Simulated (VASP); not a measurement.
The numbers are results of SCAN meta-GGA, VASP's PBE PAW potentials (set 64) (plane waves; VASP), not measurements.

Input for VASP

POSCAR:
```
PdIn
1.0
  3.3211669146   0.0000000000   0.0000000000
  0.0000000000   3.3211669146   0.0000000000
  0.0000000000   0.0000000000   3.3211669146
In Pd
1 1
Cart
  1.6605834573   1.6605834573   1.6605834573
  0.0000000000   0.0000000000   0.0000000000
```

### INCAR
```
SYSTEM = PdIn
PREC = Accurate
ENCUT = 520
EDIFF = 1E-7
NELM = 100
ALGO = Normal
LREAL = .FALSE.
LASPH = .TRUE.
ISMEAR = 1
SIGMA = 0.1
METAGGA = SCAN
LMIXTAU = .TRUE.
LMAXMIX = 4
LWAVE = .FALSE.
LCHARG = .FALSE.
ISIF = 2
```

KPOINTS:
```
Automatic mesh
0
Gamma
11 11 11
0 0 0
```

POTCAR, in this order: In_d Pd (PBE.64 set). Program: vasp_std.

Output of the run:

**OSZICAR**
```
       N       E                     dE             d eps       ncg     rms          rms(c)
DAV:   1     0.101976591652E+03    0.10198E+03   -0.11900E+04  1729   0.202E+03
DAV:   2    -0.648682479333E+02   -0.16684E+03   -0.16260E+03  1757   0.421E+02
DAV:   3    -0.731305801934E+02   -0.82623E+01   -0.81664E+01  2079   0.994E+01
DAV:   4    -0.732821357725E+02   -0.15156E+00   -0.15153E+00  2025   0.128E+01
DAV:   5    -0.732896459924E+02   -0.75102E-02   -0.75101E-02  2623   0.255E+00    0.734E+00
DAV:   6    -0.670397854965E+02    0.62499E+01   -0.69887E+00  1792   0.387E+01    0.348E+00
DAV:   7    -0.671412606262E+02   -0.10148E+00   -0.42962E-01  1841   0.819E+00    0.256E+00
DAV:   8    -0.671127783097E+02    0.28482E-01   -0.71561E-01  1988   0.830E+00    0.252E+00
DAV:   9    -0.671290284813E+02   -0.16250E-01   -0.21726E-01  1841   0.560E+00    0.164E+00
DAV:  10    -0.671439674672E+02   -0.14939E-01   -0.13685E-01  1870   0.332E+00    0.806E-01
DAV:  11    -0.671309847199E+02    0.12983E-01   -0.45771E-02  2052   0.248E+00    0.394E-01
DAV:  12    -0.671328447764E+02   -0.18601E-02   -0.35070E-03  1953   0.546E-01    0.310E-01
DAV:  13    -0.671323599698E+02    0.48481E-03   -0.37027E-03  1960   0.678E-01    0.120E-01
DAV:  14    -0.671344243120E+02   -0.20643E-02   -0.16314E-03  1911   0.388E-01    0.807E-02
DAV:  15    -0.671343585055E+02    0.65807E-04   -0.49164E-05  2200   0.726E-02    0.355E-02
DAV:  16    -0.671345420929E+02   -0.18359E-03   -0.18437E-05  2270   0.476E-02    0.439E-02
DAV:  17    -0.671344748872E+02    0.67206E-04   -0.11737E-05  1988   0.359E-02    0.702E-03
DAV:  18    -0.671344923037E+02   -0.17416E-04   -0.35859E-06  1869   0.192E-02    0.181E-03
DAV:  19    -0.671344870995E+02    0.52042E-05   -0.29202E-07  1906   0.643E-03    0.273E-03
DAV:  20    -0.671344896629E+02   -0.25634E-05   -0.10848E-07  1337   0.365E-03    0.530E-04
DAV:  21    -0.671344872956E+02    0.23674E-05   -0.41973E-08   966   0.277E-03    0.111E-03
DAV:  22    -0.671344889130E+02   -0.16174E-05   -0.66233E-09   945   0.119E-03    0.252E-04
DAV:  23    -0.671344889517E+02   -0.38683E-07   -0.14823E-09   931   0.477E-04
   1 F= -.67134489E+02 E0= -.67134088E+02  d E =-.120202E-02
```

### OUTCAR
```
------------------------ aborting loop because EDIFF is reached ----------------------------------------
  FORCE on cell =-STRESS in cart. coord.  units (eV):
  Direction    XX          YY          ZZ          XY          YZ          ZX
  --------------------------------------------------------------------------------------
  Total       -1.6351446     -1.6351446     -1.6351446     -0.0000000     -0.0000000      0.0000000
  in kB      -71.5145883    -71.5145883    -71.5145883     -0.0000000     -0.0000000      0.0000000
  external PRESSURE =     -71.5145883 kB  Pullay stress =       0.0000000 kB
  volume of cell :       36.63
      direct lattice vectors                 reciprocal lattice vectors
     3.321166915  0.000000000  0.000000000     0.301098989  0.000000000  0.000000000
     0.000000000  3.321166915  0.000000000     0.000000000  0.301098989  0.000000000
     0.000000000  0.000000000  3.321166915     0.000000000  0.000000000  0.301098989
 POSITION                                       TOTAL-FORCE (eV/Angst)
 -----------------------------------------------------------------------------------
      1.66058      1.66058      1.66058         0.000000      0.000000      0.000000
      0.00000      0.00000      0.00000         0.000000      0.000000      0.000000
 -----------------------------------------------------------------------------------
    total drift:                                0.000000      0.000000      0.000000
  FREE ENERGIE OF THE ION-ELECTRON SYSTEM (eV)
  ---------------------------------------------------
  free  energy   TOTEN  =       -67.1344889517 eV

  energy  without entropy=      -67.1332869269  energy(sigma->0) =      -67.13408828
```
(Selected blocks of OUTCAR.)

The compound is PdIn in the CsCl type structure. This cell is one point of a volume scan, at 1.06 of the reference volume. The electron count is odd and the run is not spin-polarised, which forces a metal.
